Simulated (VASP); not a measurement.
Here is the system:

```yaml
crystal:
  lattice:
    - [0.00000, 1.78350, 1.78350]
    - [1.78350, 0.00000, 1.78350]
    - [1.78350, 1.78350, 0.00000]
  atoms:
    - { symbol: C, position: [0.00000, 0.00000, 0.00000] }
    - { symbol: C, position: [0.25000, 0.25000, 0.25000] }
```

Level of theory: eigenvalue-self-consistent GW0 on PBE orbitals, VASP's PBE PAW potentials (set 64) (plane waves; VASP). Run with PREC = Normal, 500 eV cut-off, 4×4×4 Γ-centred mesh, Gaussian smearing of 0.010 eV, potentials C_GW_new.

The mesh is coarse and the basis finite, so the quasiparticle values are not converged.

NBANDS = 160, ENCUTGW = 200 eV, NOMEGA = 64, 4 updates of the levels in G. The PBE levels (eV) are:

| state | KS energy | filling |
|---|---|---|
| k1 (0.00, 0.00, 0.00), band 1 | -8.77 | 2 |
| k1 (0.00, 0.00, 0.00), band 2 | 12.71 | 2 |
| k1 (0.00, 0.00, 0.00), band 3 | 12.71 | 2 |
| k1 (0.00, 0.00, 0.00), band 4 | 12.71 | 2 |
| k1 (0.00, 0.00, 0.00), band 5 | 18.31 | 0 |
| k1 (0.00, 0.00, 0.00), band 6 | 18.31 | 0 |
| k1 (0.00, 0.00, 0.00), band 7 | 18.31 | 0 |
| k1 (0.00, 0.00, 0.00), band 8 | 26.07 | 0 |
| k4 (0.25, 0.25, 0.00), band 1 | -6.48 | 2 |
| k4 (0.25, 0.25, 0.00), band 2 | 8.20 | 2 |
| k4 (0.25, 0.25, 0.00), band 3 | 8.59 | 2 |
| k4 (0.25, 0.25, 0.00), band 4 | 8.59 | 2 |
| k4 (0.25, 0.25, 0.00), band 5 | 17.15 | 0 |
| k4 (0.25, 0.25, 0.00), band 6 | 22.95 | 0 |
| k4 (0.25, 0.25, 0.00), band 7 | 24.32 | 0 |
| k4 (0.25, 0.25, 0.00), band 8 | 24.32 | 0 |
| k7 (0.50, 0.50, 0.00), band 1 | -0.05 | 2 |
| k7 (0.50, 0.50, 0.00), band 2 | -0.05 | 2 |
| k7 (0.50, 0.50, 0.00), band 3 | 6.42 | 2 |
| k7 (0.50, 0.50, 0.00), band 4 | 6.42 | 2 |
| k7 (0.50, 0.50, 0.00), band 5 | 17.46 | 0 |
| k7 (0.50, 0.50, 0.00), band 6 | 17.46 | 0 |
| k7 (0.50, 0.50, 0.00), band 7 | 29.56 | 0 |
| k7 (0.50, 0.50, 0.00), band 8 | 29.56 | 0 |

Problem. Give the quasiparticle energies and renormalisation factors Z.

Solution. 
```csv
state,QP energy (eV),Z
"k1 (0.00, 0.00, 0.00), band 1",-10.88,0.78
"k1 (0.00, 0.00, 0.00), band 2",11.75,0.83
"k1 (0.00, 0.00, 0.00), band 3",11.75,0.83
"k1 (0.00, 0.00, 0.00), band 4",11.75,0.83
"k1 (0.00, 0.00, 0.00), band 5",19.24,0.82
"k1 (0.00, 0.00, 0.00), band 6",19.24,0.82
"k1 (0.00, 0.00, 0.00), band 7",19.24,0.82
"k1 (0.00, 0.00, 0.00), band 8",26.95,0.77
"k4 (0.25, 0.25, 0.00), band 1",-8.46,0.74
"k4 (0.25, 0.25, 0.00), band 2",6.81,0.80
"k4 (0.25, 0.25, 0.00), band 3",7.37,0.81
"k4 (0.25, 0.25, 0.00), band 4",7.37,0.81
"k4 (0.25, 0.25, 0.00), band 5",17.78,0.83
"k4 (0.25, 0.25, 0.00), band 6",23.60,0.81
"k4 (0.25, 0.25, 0.00), band 7",25.54,0.79
"k4 (0.25, 0.25, 0.00), band 8",25.54,0.79
"k7 (0.50, 0.50, 0.00), band 1",-1.85,0.76
"k7 (0.50, 0.50, 0.00), band 2",-1.85,0.76
"k7 (0.50, 0.50, 0.00), band 3",5.02,0.80
"k7 (0.50, 0.50, 0.00), band 4",5.02,0.80
"k7 (0.50, 0.50, 0.00), band 5",17.89,0.83
"k7 (0.50, 0.50, 0.00), band 6",17.89,0.83
"k7 (0.50, 0.50, 0.00), band 7",30.94,0.75
"k7 (0.50, 0.50, 0.00), band 8",30.94,0.75
```
On the mesh the gap opens from 4.44 to 6.03 eV.

The compound is C in the diamond structure. The cell was not relaxed at this level. The k-mesh is coarse (spacing up to 0.76 per Å, 2π included), so the numbers may not be converged in it.
